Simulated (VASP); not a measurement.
# A VASP study of BiAs (RPBE + D3(BJ)): structure first, properties next

Aim: relax BiAs, then compute properties on the relaxed cell. The steps: rough relaxation of the start cell, relaxing cell and atoms (RPBE + D3(BJ)), density, ELF and potential (RPBE + D3(BJ)), bands along the symmetry lines (RPBE + D3(BJ)), density of states (RPBE + D3(BJ)), bands along the symmetry lines (TB-mBJ), bands along the symmetry lines (RPBE + D3(BJ) + SOC), volume scan with RPBE + D3(BJ) and fit for RPBE + D3(BJ). The cell is invented: it takes the structure of a Materials Project entry for AsP (space group 160 there), with some of its atoms replaced by other elements, volume scaled by an estimate. It may not be a known or stable phase. Left out of this account: 1 further run (vcrelax: a spoilt try).

Method: RPBE with D3(BJ); plane waves and PAW (Bi_d, As), in the first sound run; inputs show where later runs differ, in VASP 6.6.1.

Report form: the programs' logs are mostly left out.

## (1) The starting structure

Before any relaxation, the start is as follows. The structure is trigonal, space group R3m (No. 160). Conventional cell: a = 3.841 Å, b = 3.841 Å, c = 10.400 Å, α = 90.00°, β = 90.00°, γ = 120.00°. Bi has 3 As at 2.55 Å nearest. As has 3 Bi at 2.55 Å nearest. It derives from AsP. it takes the structure of a Materials Project entry for AsP (space group 160 there), with some of its atoms replaced by other elements, volume scaled by an estimate. Farther neighbours are not listed.

## (2) Rough relaxation of the start cell

The start is only an estimate, so a cheap relaxation brings it near a minimum before any careful run. RPBE by itself binds more weakly than PBE and expands cells. A dispersion term adds the long-range attraction that semilocal functionals lack. D3 with Becke-Johnson damping keeps a finite attraction at short range.

File INCAR:

```
SYSTEM = BiAs
PREC = Normal
ENCUT = 400
EDIFF = 1E-05
NELM = 60
ISMEAR = -1
SIGMA = 0.05
LREAL = .FALSE.
ALGO = Fast
GGA = RP
IVDW = 12
NBANDS = 16
LORBIT = 11
LWAVE = .FALSE.
LCHARG = .FALSE.
IBRION = 2
NSW = 40
ISIF = 3
EDIFFG = -0.04
```

File POSCAR:

```
BiAs
1.0
    1.9204560000      1.1087760000      3.4667600000
   -1.9204560000      1.1087760000      3.4667600000
    0.0000000000     -2.2175520000      3.4667600000
Bi As
1 1
Direct
    0.2274770000      0.2274770000      0.2274770000
    0.7725230000      0.7725230000      0.7725230000
```

File KPOINTS:

```
Automatic mesh
0
Gamma
5 5 5
0 0 0
```

Potentials, in the order of the species: Bi_d and As (PBE family, release 64).

Launch:

```bash
$ mpirun -np 1 vasp_std
```

It took 28 s on 1 MPI rank of Intel Xeon 6975P-C (Granite Rapids), shared host; peak memory 0.14 GiB.

The gap is read on the k-mesh alone, so it is an upper bound where the band edges lie off the mesh. This relaxation is a rough one on cheap settings, only to bring the start near its minimum. The PAW data sets were made with PBE, which is usual practice but a small mismatch for other functionals. The run keeps the 6 symmetry operations of its start, so it cannot find a distortion of lower symmetry.

Relaxation path:

```tsv
step	energy less that of the first step (eV)	largest force (eV/Å)	pressure (GPa)	volume (Å³)
1	0.0000	3.1477	7.13	44.29
2	-0.2017	0.1746	-12.54	50.85
3	-0.3427	0.7431	-6.48	47.91
4	-0.5322	0.3822	0.19	43.52
5	-0.5374	0.3147	2.07	42.73
6	-0.5535	0.0602	-0.09	43.31
7	-0.5541	0.0314	-0.37	43.43
8	-0.5541	0.0245	-0.60	43.46
9	-0.5541	0.0491	-0.63	43.45
10	-0.5548	0.0143	0.40	43.06
11	-0.5549	0.0334	0.22	43.18
12	-0.5551	0.0036	0.09	43.21
```

```tsv
conventional cell, symmetrised	before	after	change
a (Å)	3.841	3.940	+2.6 %
b (Å)	3.841	3.940	+2.6 %
c (Å)	10.400	9.644	-7.3 %
volume (Å³/atom)	22.15	21.60	-2.4 %
```

The atoms that moved most (Å, as changes of fractional coordinates times the final cell):

```tsv
atom	dx	dy	dz	length
Bi1	0.000	0.000	0.207	0.207
As2	0.000	0.000	-0.207	0.207
```

The relaxed structure:

```cif
data_structure
_symmetry_space_group_name_H-M 'P 1'
_symmetry_Int_Tables_number 1
_cell_length_a 3.9379
_cell_length_b 3.9379
_cell_length_c 3.9379
_cell_angle_alpha 60.029
_cell_angle_beta 60.029
_cell_angle_gamma 60.029
_cell_volume 43.21
loop_
_atom_site_label
_atom_site_type_symbol
_atom_site_fract_x
_atom_site_fract_y
_atom_site_fract_z
_atom_site_occupancy
Bi1 Bi 0.24896 0.24896 0.24896 1
As2 As 0.75104 0.75104 0.75104 1
```

A gap read on the k-mesh alone can miss the band edges.

This step gave:

| Item | Value |
| --- | --- |
| electrons | 20 |
| bands | 16 |
| irreducible k-points | 19 |
| symmetry operations | 6 |
| free energy (TOTEN) | -12.62 eV |
| energy at zero smearing | -12.62 eV |
| Fermi energy | 9.482 eV |
| pressure | 0.09031 GPa |
| metallic | no |
| valence top at k | -0.2, 0.2, 0 |
| conduction bottom at k | 0.4, 0.4, 0.4 |
| least direct gap at k | 0.4, 0.2, 0.2 |
| SCF cycles over all ionic steps | 83 |
| gap on the k-mesh | 0.5158 eV |
| least direct gap on the k-mesh | 0.5892 eV |

It ends with a largest force of 0.004 eV/Å and a pressure of 0.09 GPa.

## (3) Relaxing cell and atoms (RPBE + D3(BJ))

Properties are meant for the cell that this level of theory prefers, so cell and atoms are relaxed first (ISIF = 3) until forces and stress are small; EDIFFG sets the threshold.

File INCAR:

```
SYSTEM = BiAs
PREC = Accurate
ENCUT = 400
EDIFF = 1E-06
NELM = 100
ISMEAR = -1
SIGMA = 0.05
LREAL = .FALSE.
ALGO = Normal
GGA = RP
IVDW = 12
NBANDS = 16
LORBIT = 11
LWAVE = .FALSE.
LCHARG = .FALSE.
IBRION = 2
NSW = 60
ISIF = 3
EDIFFG = -0.01
```

File POSCAR:

```
BiAs
1.0
    1.9698103301      1.1372707500      3.2145936999
   -1.9698103301      1.1372707500      3.2145936999
    0.0000000000     -2.2745415000      3.2145936999
Bi As
1 1
Direct
    0.2489578895      0.2489578895      0.2489578895
    0.7510421105      0.7510421105      0.7510421105
```

File KPOINTS:

```
Automatic mesh
0
Gamma
8 8 8
0 0 0
```

Launch:

```bash
$ mpirun -np 1 vasp_std
```

It took 97 s on 1 MPI rank; peak memory 0.19 GiB.

The k-mesh is coarse for a metal.

Relaxation path:

```tsv
step	energy less that of the first step (eV)	largest force (eV/Å)	pressure (GPa)	volume (Å³)
1	0.0000	0.0416	0.02	43.21
2	-0.0001	0.0313	-0.02	43.22
3	-0.0004	0.0086	-0.11	43.26
4	-0.0004	0.0036	-0.18	43.27
5	-0.0004	0.0029	0.12	43.16
6	-0.0004	0.0012	0.09	43.20
7	-0.0004	0.0024	0.01	43.22
```

```tsv
cell as run	before	after	change
a (Å)	3.938	3.939	+0.0 %
b (Å)	3.938	3.939	+0.0 %
c (Å)	3.938	3.939	+0.0 %
α (°)	60.03	60.01	-0.0 %
β (°)	60.03	60.01	-0.0 %
γ (°)	60.03	60.01	-0.0 %
volume (Å³/atom)	21.60	21.61	+0.0 %
```

The relaxed structure:

```cif
data_structure
_symmetry_space_group_name_H-M 'P 1'
_symmetry_Int_Tables_number 1
_cell_length_a 3.9388
_cell_length_b 3.9388
_cell_length_c 3.9388
_cell_angle_alpha 60.013
_cell_angle_beta 60.013
_cell_angle_gamma 60.013
_cell_volume 43.22
loop_
_atom_site_label
_atom_site_type_symbol
_atom_site_fract_x
_atom_site_fract_y
_atom_site_fract_z
_atom_site_occupancy
Bi1 Bi 0.24996 0.24996 0.24996 1
As2 As 0.75004 0.75004 0.75004 1
```

This step gave:

```yaml
irreducible_k_points: 65
free_energy_toten: -12.60 eV
energy_at_zero_smearing: -12.60 eV
fermi_energy: 9.588 eV
pressure: 0.01184 GPa
metallic: yes
scf_cycles_over_all_ionic_steps: 41
```

It ends with a largest force of 0.002 eV/Å and a pressure of 0.01 GPa.

## (4) Density, ELF and potential (RPBE + D3(BJ))

The relaxed cell gets a fresh self-consistent run, on a basis set for its own volume, to fix the density and to check the remaining stress.

Changes to INCAR since step 3:

```diff
@@ -14,6 +14,5 @@
 LWAVE = .FALSE.
-LCHARG = .FALSE.
-IBRION = 2
-NSW = 60
-ISIF = 3
-EDIFFG = -0.01
+LCHARG = .TRUE.
+ISIF = 2
+LELF = .TRUE.
+LVHAR = .TRUE.
```

File POSCAR:

```
BiAs
1.0
    0.0000000000      2.7854282400      2.7854282400
    2.7854282400      0.0000000000      2.7854282400
    2.7854282400      2.7854282400      0.0000000000
Bi As
1 1
Direct
    0.0000000000      0.0000000000      0.0000000000
    0.5000000000      0.5000000000      0.5000000000
```

KPOINTS is that of step 3.

The cell reached was symmetrised within 0.01 Å before this step, which raises the operations from 6 to 48, which the run then keeps.

Launch:

```bash
$ mpirun -np 1 vasp_std
```

Elapsed: 13 s, on 1 MPI rank; peak memory 0.17 GiB.

This step gave:

```
SCF cycles           : 13
irreducible k-points : 29
symmetry operations  : 48
pressure             : -0.04621 GPa
```

Valence electrons inside each PAW sphere by angular momentum. Sphere charges, by row:

```tsv
atom	s (e)	p (e)	d (e)	tot (e)
Bi1	1.568	1.336	9.996	12.9
As2	1.273	1.539	0.05	2.863
```

ELF in the ac plane of the cell as run, not the conventional one, at fractional y = 0.000, with atoms of Bi within 0.2 Å of it. It is the smooth field of the valence electrons, not physical close to the nuclei.

Ten even steps from '_' (0.12) to '@' (0.62), each cell a mean:
```
==::--##**--..____::==##**::
--::==####==::____..--++%%**
##**##%%##==::......::--++##
##%%%%##**--::........::--==
--==++++==::......::......::
..::::--::..______......____
____......________......____
______......______..::::::..
::......::....__..::--====--
++--::....::....::==**####**
%%**==::........--++##%%####
++##**==::..__..::++%%##==--
--==##**--..____::==%%**::::
@@--++%%++::____..--####--==
```
Columns run along a (3.9 Å), rows up along c (3.9 Å). Atoms in or near the plane, at fractional coordinates: Bi at (0.00, 0.00).

Valence density in the ac plane of the cell as run, not the conventional one, at fractional y = 0.000, with atoms of Bi within 0.2 Å of it. It is the smooth field of the valence electrons, not physical close to the nuclei.

Values in units of 1e0 e/Å³, 14 rows by 14 columns, each cell a mean:
```
8.6 7.8 4.4 1.8 0.6 0.2 0.1 0.1 0.1 0.2 0.3 0.9 2.8 5.8
5.1 5.5 3.9 1.8 0.7 0.3 0.2 0.1 0.1 0.1 0.2 0.4 1.2 2.8
1.9 2.5 2.2 1.3 0.6 0.3 0.2 0.1 0.1 0.1 0.1 0.2 0.4 0.9
0.6 0.8 0.9 0.7 0.4 0.3 0.2 0.1 0.1 0.1 0.1 0.1 0.2 0.3
0.2 0.3 0.4 0.4 0.3 0.2 0.1 0.1 0.1 0.1 0.1 0.1 0.1 0.2
0.1 0.2 0.2 0.2 0.2 0.1 0.1 0.1 0.1 0.1 0.1 0.1 0.1 0.1
0.1 0.1 0.1 0.1 0.1 0.1 0.1 0.1 0.1 0.1 0.1 0.1 0.1 0.1
0.1 0.1 0.1 0.1 0.1 0.1 0.1 0.1 0.1 0.1 0.2 0.2 0.2 0.1
0.2 0.1 0.1 0.1 0.1 0.1 0.1 0.1 0.1 0.2 0.3 0.3 0.3 0.2
0.4 0.2 0.2 0.1 0.1 0.1 0.1 0.1 0.2 0.3 0.4 0.6 0.7 0.6
1.1 0.6 0.3 0.2 0.1 0.1 0.1 0.1 0.2 0.4 0.7 1.3 1.8 1.8
3.2 1.7 0.6 0.3 0.2 0.1 0.1 0.1 0.2 0.4 0.9 2.2 3.9 4.4
7.1 4.4 1.7 0.6 0.2 0.1 0.1 0.1 0.2 0.3 0.8 2.5 5.5 7.8
9.8 7.1 3.2 1.1 0.4 0.2 0.1 0.1 0.1 0.2 0.6 1.9 5.1 8.6
```
Columns run along a (3.9 Å), rows up along c (3.9 Å). Atoms in or near the plane, at fractional coordinates: Bi at (0.00, 0.00).

Electrostatic potential energy in the ac plane of the cell as run, not the conventional one, at fractional y = 0.000, with atoms of Bi within 0.2 Å of it. With pseudopotentials it is smooth inside the atoms' cores, unlike the true potential.

Ten even steps from '_' (-102 eV) to '@' (1 eV), each cell a mean:
```
____..++%%@@@@@@@@@@@@##--__
..__::==##@@@@@@@@@@@@%%**--
==--==++%%@@@@@@@@@@@@@@%%##
%%######%%@@@@@@@@@@@@@@@@@@
@@@@@@@@@@@@@@@@@@@@@@@@@@@@
@@@@@@@@@@@@@@@@@@@@@@@@@@@@
@@@@@@@@@@@@@@@@@@@@@@@@@@@@
@@@@@@@@@@@@@@@@@@@@@@@@@@@@
@@@@@@@@@@@@@@@@@@@@@@@@@@@@
@@@@@@@@@@@@@@@@@@@@%%%%##%%
**%%@@@@@@@@@@@@@@@@##++==++
--++%%@@@@@@@@@@@@@@##==::..
__..++%%@@@@@@@@@@@@##--____
____--**@@@@@@@@@@@@%%==..__
```
Columns run along a (3.9 Å; values clipped at the 3rd and 97th percentile), rows up along c (3.9 Å). Atoms in or near the plane, at fractional coordinates: Bi at (0.00, 0.00).

The pressure is -0.05 GPa and the largest force 0.000 eV/Å.

## (5) Bands along the symmetry lines (RPBE + D3(BJ))

Levels along the symmetry lines show where the bands peak and cross; KPOINTS_OPT computes them in the converged potential.

File INCAR:

```
SYSTEM = BiAs
PREC = Accurate
ENCUT = 400
EDIFF = 1E-06
NELM = 100
ISMEAR = -1
SIGMA = 0.05
LREAL = .FALSE.
ALGO = Normal
GGA = RP
IVDW = 12
NBANDS = 22
LORBIT = 11
LWAVE = .FALSE.
LCHARG = .FALSE.
```

POSCAR is that of step 4.

KPOINTS is that of step 4.

File KPOINTS_OPT:

```
Line mode
16
Line-mode
Reciprocal
  0.00000000   0.00000000   0.00000000 GAMMA
  0.50000000   0.00000000   0.50000000 X

  0.50000000   0.00000000   0.50000000 X
  0.50000000   0.25000000   0.75000000 W

  0.50000000   0.25000000   0.75000000 W
  0.37500000   0.37500000   0.75000000 K

  0.37500000   0.37500000   0.75000000 K
  0.00000000   0.00000000   0.00000000 GAMMA

  0.00000000   0.00000000   0.00000000 GAMMA
  0.50000000   0.50000000   0.50000000 L

  0.50000000   0.50000000   0.50000000 L
  0.62500000   0.25000000   0.62500000 U

  0.62500000   0.25000000   0.62500000 U
  0.50000000   0.25000000   0.75000000 W

  0.50000000   0.25000000   0.75000000 W
  0.50000000   0.50000000   0.50000000 L

  0.50000000   0.50000000   0.50000000 L
  0.37500000   0.37500000   0.75000000 K

  0.62500000   0.25000000   0.62500000 U
  0.50000000   0.00000000   0.50000000 X
```

Launch:

```bash
$ mpirun -np 1 vasp_std
```

The job ended after 74 s (1 MPI rank; peak memory 0.18 GiB).

Spin-orbit coupling is off here; with elements this heavy it splits and shifts levels by tenths of an eV or more.

Numbers from this step:

```yaml
scf_cycles: 11
bands: 22
fermi_energy: 9.587 eV
pressure: -0.08297 GPa
```

Electronic bands along the path, in eV, zero at the Fermi level; # counts the bands kept:

```tsv
point	#1	#2	#3	#4	#5	#6	#7	#8
Γ	-5.26	-2.33	-2.33	-2.33	4.29	4.29	4.29	5.37
0.53 of the way	-8.03	-3.92	-3.92	-3.26	2.71	3.72	5.19	5.19
X	-9.01	-7.62	-4.86	-4.86	1.83	6.82	6.82	8.81
0.47 of the way	-9.90	-7.36	-5.38	-3.36	2.73	4.44	7.17	7.85
W	-11.18	-6.51	-6.51	-0.28	0.75	5.18	5.18	8.35
0.47 of the way	-10.98	-6.88	-5.62	-1.68	2.15	4.25	6.41	7.04
K	-10.91	-7.03	-4.10	-3.55	3.62	4.21	5.25	7.20
0.47 of the way	-9.23	-4.59	-1.11	-0.35	0.23	0.90	4.35	6.51
Γ	-5.26	-2.33	-2.33	-2.33	4.29	4.29	4.29	5.37
0.53 of the way	-8.77	-2.03	-2.03	-0.78	1.55	1.55	1.66	5.88
L	-12.31	-1.27	-1.27	-0.35	-0.35	-0.29	0.29	9.59
0.53 of the way	-11.89	-5.00	-3.01	-2.37	2.02	2.35	4.79	6.65
U	-10.91	-7.03	-4.10	-3.55	3.62	4.21	5.25	7.20
0.53 of the way	-10.98	-6.88	-5.62	-1.68	2.15	4.25	6.41	7.04
W	-11.18	-6.51	-6.51	-0.28	0.75	5.18	5.18	8.35
0.47 of the way	-11.77	-4.92	-4.83	-0.52	0.18	4.24	5.07	6.81
L	-12.31	-1.27	-1.27	-0.35	-0.35	-0.29	0.29	9.59
0.53 of the way	-11.89	-5.00	-3.01	-2.37	2.02	2.35	4.79	6.65
K	-10.91	-7.03	-4.10	-3.55	3.62	4.21	5.25	7.20
jump to U	-10.91	-7.03	-4.10	-3.55	3.62	4.21	5.25	7.20
0.53 of the way	-9.56	-7.49	-4.69	-4.47	2.31	6.02	6.28	8.37
X	-9.01	-7.62	-4.86	-4.86	1.83	6.82	6.82	8.81
```

Of the projections kept (Bi, As), the largest for each band there; the rest of the weight can lie on other orbitals:

```tsv
point	#1	#2	#3	#4	#5	#6	#7	#8
Γ	As 0.52	As 0.61	As 0.61	As 0.61	Bi 0.74	Bi 0.74	Bi 0.74	Bi 0.59
X	Bi 0.50	Bi 0.57	Bi 0.51	Bi 0.51	Bi 0.65	Bi 0.55	Bi 0.55	As 0.74
W	As 0.90	Bi 0.55	Bi 0.55	As 0.76	Bi 0.81	As 0.75	As 0.75	Bi 0.61
K	As 0.58	Bi 0.56	Bi 0.50	Bi 0.53	As 0.72	Bi 0.57	Bi 0.71	As 0.83
Γ	As 0.52	As 0.61	As 0.61	As 0.61	Bi 0.74	Bi 0.74	Bi 0.74	Bi 0.59
L	As 0.85	As 0.86	As 0.86	Bi 0.91	Bi 0.91	Bi 0.53	Bi 0.51	As 0.75
```

There is no gap at this level.

## (6) Density of states (RPBE + D3(BJ))

A density of states needs more k-points than a total energy; ISMEAR = -5 takes tetrahedra, and LORBIT projects the states on the PAW spheres. The mesh is finer than in the run before.

Changes to INCAR since step 5:

```diff
@@ -5,3 +5,3 @@
 NELM = 100
-ISMEAR = -1
+ISMEAR = -5
 SIGMA = 0.05
@@ -15 +15,2 @@
 LCHARG = .FALSE.
+NEDOS = 2001
```

POSCAR is that of step 5.

File KPOINTS:

```
Automatic mesh
0
Gamma
12 12 12
0 0 0
```

Launch:

```bash
$ mpirun -np 1 vasp_std
```

Run time: 45 s. Hardware: 1 MPI rank; peak memory 0.19 GiB.

With tetrahedra the forces and stress of a metal are not exact derivatives of the energy.

This step gave:

```yaml
scf_cycles: 13
irreducible_k_points: 72
fermi_energy: 9.499 eV
pressure: 0.2701 GPa
dos_at_the_fermi_level: 0.04820 states/eV/cell
```

The density of states has structure finer than the step of the table below, so its rows give means over 1 eV, whole bins alone (the curve runs from -12.0 to 7.99 eV). Peaks (eV: height): total -4.7: 1.18, 2.9: 1.58, 3.9: 1.90, 6.8: 1.40; Bi p -4.7: 0.277, 0.9: 0.392, 3.9: 0.346, 6.8: 0.271; As p -2.2: 0.314, -0.8: 0.317, 3.9: 0.365, 5.9: 0.241; Bi s -11.8: 0.518, -11.0: 0.198, -0.8: 0.0942; As s -11.8: 0.203, -11.0: 0.380, 1.0: 0.0619.

States under -12.0 eV and over 8.0 eV are left out. The density of states by energy, zero at the Fermi level; means over each step; values in states/eV/cell:

```tsv
energy (eV)	total	Bi p	As p	Bi s	As s	Bi d
-11	0.708	0.0324	0.0132	0.160	0.272	0.00803
-10	0.545	0.0224	0.0147	0.168	0.182	0.00536
-9	0.376	0.0146	0.0111	0.125	0.127	0.00354
-8	0.165	0.00768	0.00669	0.0553	0.0563	8.1e-4
-7	0.313	0.0587	0.0466	0.0281	0.0289	0.00144
-6	0.567	0.125	0.105	0.0165	0.0174	0.00561
-5	0.900	0.207	0.192	0.0124	0.0128	0.0112
-4	1.10	0.247	0.254	0.0190	0.0191	0.0174
-3	1.07	0.226	0.270	0.0276	0.0237	0.0222
-2	1.03	0.181	0.287	0.0378	0.0253	0.0293
-1	0.970	0.144	0.263	0.0716	0.0291	0.0315
0	0.307	0.0782	0.0574	0.0169	0.0126	0.00710
1	0.988	0.343	0.122	0.0188	0.0535	0.0200
2	0.932	0.236	0.151	0.0289	0.0413	0.0306
3	1.16	0.200	0.187	0.0296	0.0255	0.0570
4	1.31	0.244	0.259	0.0243	0.0155	0.0535
5	1.12	0.218	0.204	0.0167	0.0124	0.0514
6	1.25	0.249	0.209	0.0127	0.0142	0.0727
7	1.19	0.213	0.167	0.00765	0.00826	0.0864
```

The finer mesh and the other smearing move the Fermi level by -0.09 eV from the 8×8×8 run, one measure of the sampling error in the zero of the bands above. Of the states within 0.3 eV of the Fermi level, the largest shares in the PAW spheres are Bi p 27 %, As p 17 % and Bi s 5 %. The rest lies in smaller channels or between the spheres.

## (7) Bands along the symmetry lines (TB-mBJ)

This step: TB-mBJ; plane waves and PAW (Bi_d, As); invented cell (VASP 6.6.1).

The mesh alone shows little of the dispersion and can miss band extrema, so KPOINTS_OPT adds a path through the symmetry points after the self-consistent cycle. TB-mBJ is a local potential fitted to gaps: it costs far less than a hybrid but gives no energy.

File INCAR:

```
SYSTEM = BiAs
PREC = Accurate
ENCUT = 400
EDIFF = 1E-06
NELM = 150
ISMEAR = -1
SIGMA = 0.05
LREAL = .FALSE.
ALGO = Normal
METAGGA = MBJ
LASPH = .TRUE.
NBANDS = 22
LORBIT = 11
LWAVE = .FALSE.
LCHARG = .FALSE.
```

POSCAR is that of step 6.

File KPOINTS:

```
Automatic mesh
0
Gamma
8 8 8
0 0 0
```

KPOINTS_OPT is that of step 5.

Launch:

```bash
$ mpirun -np 1 vasp_std
```

Elapsed: 1.8 min, on 1 MPI rank; peak memory 0.18 GiB.

This functional is a potential without an energy, so its energies, forces and stress mean nothing and are not read.

Numbers from this step:

| Property | Result |
| --- | --- |
| SCF cycles | 29 |
| irreducible k-points | 29 |
| Fermi energy | 9.589 eV |

The electronic bands at the labelled points (eV, zero at the Fermi level; # counts the bands kept):

```tsv
point	#1	#2	#3	#4	#5	#6	#7	#8
Γ	-5.19	-2.51	-2.51	-2.51	4.31	4.31	4.31	5.40
0.53 of the way	-8.05	-4.04	-4.04	-3.26	2.92	3.70	5.17	5.17
X	-9.04	-7.60	-4.95	-4.95	2.06	6.83	6.83	8.91
0.47 of the way	-9.95	-7.35	-5.44	-3.44	2.91	4.42	7.19	7.90
W	-11.25	-6.53	-6.53	-0.40	0.75	5.26	5.26	8.41
0.47 of the way	-11.04	-6.88	-5.66	-1.75	2.11	4.35	6.45	7.08
K	-10.96	-7.03	-4.19	-3.56	3.69	4.12	5.37	7.24
0.47 of the way	-9.27	-4.66	-1.25	-0.32	0.14	0.94	4.39	6.49
Γ	-5.19	-2.51	-2.51	-2.51	4.31	4.31	4.31	5.40
0.53 of the way	-8.80	-2.19	-2.19	-0.74	1.50	1.50	1.76	6.11
L	-12.36	-1.40	-1.40	-0.41	-0.41	-0.10	0.34	9.50
0.53 of the way	-11.94	-5.03	-3.10	-2.35	1.92	2.40	4.76	6.73
U	-10.96	-7.03	-4.19	-3.56	3.69	4.12	5.37	7.24
0.53 of the way	-11.04	-6.88	-5.66	-1.75	2.11	4.35	6.45	7.08
W	-11.25	-6.53	-6.53	-0.40	0.75	5.26	5.26	8.41
0.47 of the way	-11.83	-4.95	-4.85	-0.61	0.20	4.23	5.03	6.89
L	-12.36	-1.40	-1.40	-0.41	-0.41	-0.10	0.34	9.50
0.53 of the way	-11.94	-5.03	-3.10	-2.35	1.92	2.40	4.76	6.73
K	-10.96	-7.03	-4.19	-3.56	3.69	4.12	5.37	7.24
jump to U	-10.96	-7.03	-4.19	-3.56	3.69	4.12	5.37	7.24
0.53 of the way	-9.60	-7.48	-4.78	-4.53	2.51	5.98	6.31	8.45
X	-9.04	-7.60	-4.95	-4.95	2.06	6.83	6.83	8.91
```

Of the projections kept (Bi, As), the largest for each band there; the rest of the weight can lie on other orbitals:

```tsv
point	#1	#2	#3	#4	#5	#6	#7	#8
Γ	As 0.54	As 0.61	As 0.61	As 0.61	Bi 0.75	Bi 0.75	Bi 0.75	Bi 0.59
X	As 0.53	Bi 0.56	Bi 0.50	Bi 0.50	Bi 0.65	Bi 0.56	Bi 0.56	As 0.72
W	As 0.91	Bi 0.55	Bi 0.55	As 0.77	Bi 0.81	As 0.75	As 0.75	Bi 0.62
K	As 0.60	Bi 0.56	As 0.51	Bi 0.52	As 0.71	Bi 0.58	Bi 0.72	As 0.81
Γ	As 0.54	As 0.61	As 0.61	As 0.61	Bi 0.75	Bi 0.75	Bi 0.75	Bi 0.59
L	As 0.86	As 0.86	As 0.86	Bi 0.91	Bi 0.91	Bi 0.53	As 0.52	As 0.76
```

There is no gap at this level.

(Continued in part 2 of 2.)

[Lines on the potential files, build, host, timing and source positions are cut from VASP's logs without a mark.]

[Logs are printed without paths, hosts, clocks, repeated set-up lines and the standing remarks that a program may print on its own settings, such as how far it seeks lower states.]

[Hosts, paths, dates, database ids (printed as entryN), source tags and the programs' standing remarks are cut or masked in the printed files.]

[A measured line is paired with the nearest computed mode of its activity, which favours agreement.]
